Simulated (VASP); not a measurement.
These are LDA (Ceperley-Alder, Perdew-Zunger), VASP's LDA PAW potentials (set 64) (plane waves; VASP 6.6.1) values and carry that method's errors. For the first row: Numerical set-up: 400 eV cut-off, 9×9×9 Γ-centred mesh, tetrahedra with Blöchl corrections, potentials Al Pd.

```
system                     energy (eV/atom)
-------------------------  ----------------
AlPd3 (space group Pm-3m)           -6.5654
Al (fcc)                            -4.1921
Pd (fcc)                            -6.4949
```

The references are the elements' solids at the same level; no temperature or zero-point terms are added.

Question: What is the formation energy per atom of AlPd$_{3}$?

Answer: The references average (1×(-4.1921) + 3×(-6.4949))/4 = -5.9192 eV, so the formation energy is -6.5654 − (-5.9192) = -0.646 eV/atom.
